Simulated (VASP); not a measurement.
```xyz
4
Lattice="4.4555 0.0000 0.0000 0.0000 4.4555 0.0000 0.0000 0.0000 6.2554" Properties=species:S:1:pos:R:3 pbc="T T T"
Cd     2.2278     0.0000     4.8011
Cd     0.0000     2.2278     1.4543
Te     0.0000     0.0000     3.1277
Se     2.2278     2.2278     0.0000
```

All values below come from PBEsol GGA with spin-orbit coupling, VASP's PBE PAW potentials (set 64) (plane waves; VASP 6.6.1). Run with 400 eV cut-off, 5×5×3 Γ-centred mesh, Gaussian smearing of 0.050 eV, potentials Cd Te Se.

**Question.** Give the energies of bands 27 to 40 at the high-symmetry points, in eV from the valence-band maximum.

**Answer.** 
| band | Γ | X | M | Z | R | A |
|---|---|---|---|---|---|---|
| 27 | -2.34 | -3.92 | -4.53 | -2.73 | -4.63 | -4.35 |
| 28 | -2.34 | -3.92 | -4.53 | -2.73 | -4.63 | -4.35 |
| 29 | -2.15 | -2.49 | -2.35 | -1.80 | -1.48 | -2.79 |
| 30 | -2.15 | -2.49 | -2.35 | -1.80 | -1.48 | -2.79 |
| 31 | -0.66 | -2.33 | -2.29 | -1.66 | -1.21 | -2.59 |
| 32 | -0.66 | -2.33 | -2.29 | -1.66 | -1.21 | -2.59 |
| 33 | -0.07 | -1.47 | -2.05 | -1.20 | -0.97 | -2.46 |
| 34 | -0.07 | -1.47 | -2.05 | -1.20 | -0.97 | -2.46 |
| 35 | 0.00 | -0.69 | -1.86 | -0.80 | -0.54 | -2.37 |
| 36 | 0.00 | -0.69 | -1.86 | -0.80 | -0.54 | -2.37 |
| 37 | 0.19 | 2.76 | 2.36 | 2.71 | 1.32 | 4.07 |
| 38 | 0.19 | 2.76 | 2.36 | 2.71 | 1.32 | 4.07 |
| 39 | 2.55 | 3.37 | 2.52 | 2.83 | 2.11 | 4.33 |
| 40 | 2.55 | 3.37 | 2.52 | 2.83 | 2.11 | 4.33 |

The gap is direct, 0.19 eV, from the valence maximum at Γ to the conduction minimum at Γ.

The structure comes from a computed database's Cd2TeSe entry (P-4m2); how it stands against other phases isn't given here. It was relaxed first.
